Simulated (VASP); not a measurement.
Given:

```xyz
2
Lattice="1.4192 -2.4581 0.0000 1.4192 2.4581 0.0000 0.0000 0.0000 4.4979" Properties=species:S:1:pos:R:3 pbc="T T T"
Ti     1.4192     0.8194     1.1245
Ti     1.4192    -0.8194     3.3734
```

Level of theory: PBEsol GGA, VASP's PBE PAW potentials (set 64) (plane waves; VASP). Numerical set-up: 520 eV cut-off, 14×14×8 Γ-centred mesh, first-order Methfessel-Paxton smearing of 0.10 eV, potentials Ti_sv.

Problem. Predict the energy per atom (σ→0), pressure, band gap (on the k-mesh) with the smallest direct gap where there is one.

Solution. 
```
Quantity                                                     Value
------------------------  ----------------------------------------
band gap (on the k-mesh)  none (metal, semimetal or under 0.01 eV)
energy per atom (σ→0)                               -8.316 eV/atom
pressure                                                  8.15 GPa
```

Total energies compare only between runs with the same potentials, cut-off and functional.

The compound is Ti in the hcp structure. This cell is one point of a volume scan, at 0.94 of the reference volume.
